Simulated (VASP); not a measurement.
Data:

```
HfB2
1.0
    1.56229    -2.70596     0.00000
    1.56229     2.70596     0.00000
    0.00000     0.00000     3.45438
Hf B
1 2
Cartesian
  0.00000   0.00000   0.00000
  1.56229   0.90199   1.72719
  1.56229  -0.90199   1.72719
```

Calculation: PBEsol GGA, VASP's PBE PAW potentials (set 64) (plane waves; VASP). Numerical set-up: 600 eV cut-off, 10×10×8 Γ-centred mesh, first-order Methfessel-Paxton smearing of 0.10 eV, potentials Hf_pv B.

Each relaxation starts from this cell; other phases were not tried.

The cell is relaxed at 20 GPa. What happens?

The volume per atom goes from 9.74 to 9.11 Å³ (-6.4 %), and the cell becomes a = 3.061 Å, b = 3.061 Å, c = 3.368 Å, α = 90.00°, β = 90.00°, γ = 120.00°, space group P6/mmm.

The cell is relaxed at 30 GPa. What happens?

The volume per atom goes from 9.74 to 8.86 Å³ (-9.0 %), and the cell becomes a = 3.0339 Å, b = 3.0339 Å, c = 3.3336 Å, α = 90.00°, β = 90.00°, γ = 120.00°, space group P6/mmm.

Failed runs are left out, and for metals the shear rows, which the mesh's noise covers.

The compound is HfB2 in the AlB2 type structure.
